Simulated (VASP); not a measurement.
Input:

```
CELL_PARAMETERS angstrom
      2.27500    -3.94042     0.00000
      2.27500     3.94042     0.00000
      0.00000     0.00000     7.39000
ATOMIC_POSITIONS crystal
  Mg 0.66667 0.33333 0.50000
  Mg 0.33333 0.66667 0.00000
  Te 0.66667 0.33333 0.87600
  Te 0.33333 0.66667 0.37600
```

Level of theory: PBE GGA, VASP's PBE PAW potentials (set 64) (plane waves; VASP). Settings: 400 eV cut-off, 6×6×4 Γ-centred mesh, Gaussian smearing of 0.050 eV, potentials Mg Te.

Unless said otherwise, spin-orbit coupling is left out, though it shifts the bands of the heavy elements here.

**Question.** Estimate the energy per atom (σ→0), pressure, band gap (on the k-mesh) with the smallest direct gap where there is one.

**Answer.** 
```
Quantity                                      Value
-----------------------------------  --------------
band gap (on the k-mesh)                    2.55 eV
smallest direct gap (on the k-mesh)         2.55 eV
energy per atom (σ→0)                -3.196 eV/atom
pressure                                   1.48 GPa
```

The compound is MgTe in the wurtzite structure. The cell was not relaxed at this level.
